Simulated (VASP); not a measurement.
Here is the system:

```
AgCl
1.0
    0.00000     2.74601     2.74601
    2.74601     0.00000     2.74601
    2.74601     2.74601     0.00000
Ag Cl
1 1
Cartesian
  0.00000   0.00000   0.00000
  2.74601   2.74601   2.74601
```

These are PBE0 hybrid, VASP's PBE PAW potentials (set 64) (plane waves; VASP) values and carry that method's errors. Run with 520 eV cut-off, 6×6×6 Γ-centred mesh, Gaussian smearing of 0.050 eV, potentials Ag Cl.

Question: Give the stress tensor in GPa (positive for a compressed cell).

Answer: 
```
2.62  0.00  0.00
0.00  2.62  0.00
0.00  0.00  2.62
```
The pressure is its mean diagonal, 2.62 GPa.

The compound is AgCl in the rock salt structure. This cell is one point of a volume scan, at 0.94 of the reference volume. The cell's shape comes from a PBE relaxation.
